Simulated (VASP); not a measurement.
Computed with PBEsol GGA, VASP's PBE PAW potentials (set 64) (plane waves; VASP).

The input files of a VASP run:

File KPOINTS:
```
k-points along high-symmetry lines
10
Line-mode
Reciprocal
  0.000000   0.000000   0.000000 ! GAMMA
  0.000000   0.500000   0.000000 ! X

  0.000000   0.500000   0.000000 ! X
  0.500000   0.500000   0.000000 ! M

  0.500000   0.500000   0.000000 ! M
  0.000000   0.000000   0.000000 ! GAMMA

  0.000000   0.000000   0.000000 ! GAMMA
  0.000000   0.000000   0.500000 ! Z

  0.000000   0.000000   0.500000 ! Z
  0.000000   0.500000   0.500000 ! R

  0.000000   0.500000   0.500000 ! R
  0.500000   0.500000   0.500000 ! A

  0.500000   0.500000   0.500000 ! A
  0.000000   0.000000   0.500000 ! Z

  0.000000   0.500000   0.000000 ! X
  0.000000   0.500000   0.500000 ! R

  0.500000   0.500000   0.000000 ! M
  0.500000   0.500000   0.500000 ! A
```

**POSCAR**
```
SiO2
1
    4.1954520639    -0.0000000000     0.0000000000
    0.0000000000     4.1954520639     0.0000000000
    0.0000000000     0.0000000000     2.6830915744
Si O
2 4
Direct
  0.5000000000   0.5000000000   0.5000000000
  0.0000000000   0.0000000000   0.0000000000
  0.6940798085   0.6940798085   0.0000000000
  0.3059201915   0.3059201915   0.0000000000
  0.8059201915   0.1940798085   0.5000000000
  0.1940798085   0.8059201915   0.5000000000
```

### INCAR
```
ALGO = Normal
EDIFF = 1E-7
ENCUT = 520
GGA = PS
ICHARG = 11
ISMEAR = 0
LASPH = .TRUE.
LCHARG = .FALSE.
LORBIT = 11
LREAL = .FALSE.
LWAVE = .FALSE.
NELM = 100
PREC = Accurate
SIGMA = 0.05
SYSTEM = SiO2
```

POTCAR, in this order: Si O (PBE.64 set). Program: vasp_std. Read from the step before: CHGCAR.

Output of the run:

OUTCAR:
```
 ion  position               nearest neighbor table
   1  0.500  0.500  0.500-   3 1.77   4 1.77   3 1.77   4 1.77   5 1.82   6 1.82
   2  0.000  0.000  0.000-   5 1.77   6 1.77   5 1.77   6 1.77   3 1.82   4 1.82
   3  0.694  0.694  0.000-   1 1.77   1 1.77   2 1.82
   4  0.306  0.306  0.000-   1 1.77   1 1.77   2 1.82
   5  0.806  0.194  0.500-   2 1.77   2 1.77   1 1.82
   6  0.194  0.806  0.500-   2 1.77   2 1.77   1 1.82
  LATTYP: Found a simple tetragonal cell.
 ALAT       =     4.1954520639
 C/A-ratio  =     0.6395238305
 Subroutine PRICEL returns:
 Original cell was already a primitive cell.
 Subroutine GETGRP returns: Found 16 space group operations
The static configuration has the point symmetry D_2h.
 The point group associated with its full space group is D_4h.
The dynamic configuration has the point symmetry D_2h.
 Subroutine INISYM returns: Found 16 space group operations
   k-points           NKPTS =     90   k-points in BZ     NKDIM =     90   number of bands    NBANDS=     20
   number of dos      NEDOS =    301   number of ions     NIONS =      6
   total plane-waves  NPLWV =  20480
   dimension x,y,z NGX =    32 NGY =   32 NGZ =   20
   dimension x,y,z NGXF=    64 NGYF=   64 NGZF=   40
   ions per type =               2   4
   PREC   = accura    normal or accurate (medium, high low for compatibility)
   ISTART =      0    job   : 0-new  1-cont  2-samecut
   ICHARG =     11    charge: 1-file 2-atom 10-const
   ISPIN  =      1    spin polarized calculation?
   LNONCOLLINEAR =      F non collinear calculations
   LSORBIT =      F    spin-orbit coupling
   INIWAV =      1    electr: 0-lowe 1-rand  2-diag
   ENCUT  =  520.0 eV  38.22 Ry    6.18 a.u.   7.80  7.80  4.99*2*pi/ulx,y,z
   NELM   =    100;   NELMIN=  2; NELMDL= -5     # of ELM steps
   EDIFF  = 0.1E-06   stopping-criterion for ELM
   LREAL  =      F    real-space projection
   NLSPLINE    = F    spline interpolate recip. space projectors
   LMAXMIX     =    2 max onsite mixed and CHGCAR
   VOSKOWN=      0    Vosko Wilk Nusair interpolation
   EDIFFG = 0.1E-05   stopping-criterion for IOM
   NSW    =      0    number of steps for IOM
   NBLOCK =      1;   KBLOCK =      1    inner block; outer block
   IBRION =     -1    ionic relax: 0-MD 1-quasi-New 2-CG
   NFREE  =      0    steps in history (QN), initial steepest desc. (CG)
   ISIF   =      2    stress and relaxation
   ISYM   =      2    0-nonsym 1-usesym 2-fastsym
   TEIN   =    0.0    initial temperature
   TEBEG  =    0.0;   TEEND  =   0.0 temperature during run
   SMASS  =  -3.00    Nose mass-parameter (am)
   PSTRESS=    0.0 pullay stress
   NELECT =      32.0000    total number of electrons
   EFERMI =   0.00;   METHOD = LEGACY
   ISMEAR =     0;   SIGMA  =   0.05  broadening in eV -4-tet -1-fermi 0-gaus
   IALGO  =     38    algorithm
   LDIAG  =      T    sub-space diagonalisation (order eigenvalues)
   IMIX   =      4    mixing-type and parameters
     AMIX     =   0.40;   BMIX     =  1.00
     AMIX_MAG =   1.60;   BMIX_MAG =  1.00
     AMIN     =   0.10
   GGA     = PS    functional components
   VOSKOWN =     0    Vosko Wilk Nusair interpolation
   LHFCALC =     F    Hartree Fock is set to
   LHFONE  =     F    Hartree Fock one center treatment
   AEXX    =    0.0000 exact exchange contribution
   IVDW    =     0    specifies the selected vdW correction
   LEPSILON=     F    determine dielectric tensor
   LRPA    =     F    only Hartree local field effects (RPA)
  energy-cutoff  :      520.00
  volume of cell :       47.23
      direct lattice vectors                 reciprocal lattice vectors
     4.195452064  0.000000000  0.000000000     0.238353337  0.000000000  0.000000000
     0.000000000  4.195452064  0.000000000     0.000000000  0.238353337  0.000000000
     0.000000000  0.000000000  2.683091574     0.000000000  0.000000000  0.372704387
 k-point     1 :   0.0000 0.0000 0.0000  plane waves:    1257
 k-point     2 :   0.0000 0.0556 0.0000  plane waves:    1257
 k-point     3 :   0.0000 0.1111 0.0000  plane waves:    1253
 k-point     4 :   0.0000 0.1667 0.0000  plane waves:    1255
...
```

### OSZICAR
```
       N       E                     dE             d eps       ncg     rms          rms(c)
DAV:   1     0.159295674825E+03    0.15930E+03   -0.17899E+04  3624   0.153E+03
DAV:   2    -0.413015901543E+02   -0.20060E+03   -0.19158E+03  4920   0.312E+02
DAV:   3    -0.483399790935E+02   -0.70384E+01   -0.70010E+01  4324   0.614E+01
DAV:   4    -0.484059267125E+02   -0.65948E-01   -0.65779E-01  4308   0.656E+00
DAV:   5    -0.484068836109E+02   -0.95690E-03   -0.95672E-03  4176   0.708E-01
DAV:   6    -0.484069096571E+02   -0.26046E-04   -0.26043E-04  4284   0.958E-02
DAV:   7    -0.484069105171E+02   -0.86008E-06   -0.86008E-06  4180   0.150E-02
DAV:   8    -0.484069105541E+02   -0.36999E-07   -0.36980E-07  3236   0.242E-03
   1 F= -.48406911E+02 E0= -.48406911E+02  d E =-.147671E-18
```

File OUTCAR:
```
 val. band max:        7.9810383450   @ k =   0.0000   0.0000   0.0000

 cond. band min:      13.2925723001   @ k =   0.0000   0.0000   0.0000



 k-point     1 :       0.0000    0.0000    0.0000
  band No.  band energies     occupation
      1     -14.4462      2.00000
      2     -10.8258      2.00000
      3     -10.8258      2.00000
      4     -10.5859      2.00000
      5      -2.8819      2.00000
      6       1.5602      2.00000
      7       1.5602      2.00000
      8       1.7336      2.00000
      9       2.5746      2.00000
     10       2.8947      2.00000
     11       4.8479      2.00000
     12       4.8479      2.00000
     13       5.4579      2.00000
     14       7.1014      2.00000
     15       7.1014      2.00000
     16       7.9810      2.00000
     17      13.2926      0.00000
     18      14.4254      0.00000
     19      16.1816      0.00000
     20      16.1816      0.00000

 k-point     2 :       0.0000    0.0556    0.0000
  band No.  band energies     occupation
      1     -14.4300      2.00000
      2     -10.9670      2.00000
      3     -10.8174      2.00000
      4     -10.4799      2.00000
      5      -2.8595      2.00000
      6       1.4438      2.00000
      7       1.5367      2.00000
      8       1.8233      2.00000
      9       2.5869      2.00000
     10       2.9929      2.00000
     11       4.8135      2.00000
     12       4.8551      2.00000
     13       5.4676      2.00000
     14       7.0290      2.00000
     15       7.0958      2.00000
     16       7.9562      2.00000
     17      13.3478      0.00000
     18      14.4533      0.00000
     19      16.1836      0.00000
     20      16.1916      0.00000

 k-point     3 :       0.0000    0.1111    0.0000
  band No.  band energies     occupation
      1     -14.3815      2.00000
      2     -11.2108      2.00000
      3     -10.7926      2.00000
      4     -10.3404      2.00000
      5      -2.7929      2.00000
      6       1.1658      2.00000
...
```

The density is held fixed in this step, so its total energy and stress have no physical meaning.

The structure comes from a computed database's SiO2 entry (P4_2/mnm); how it stands against other phases isn't given here. It was relaxed first.
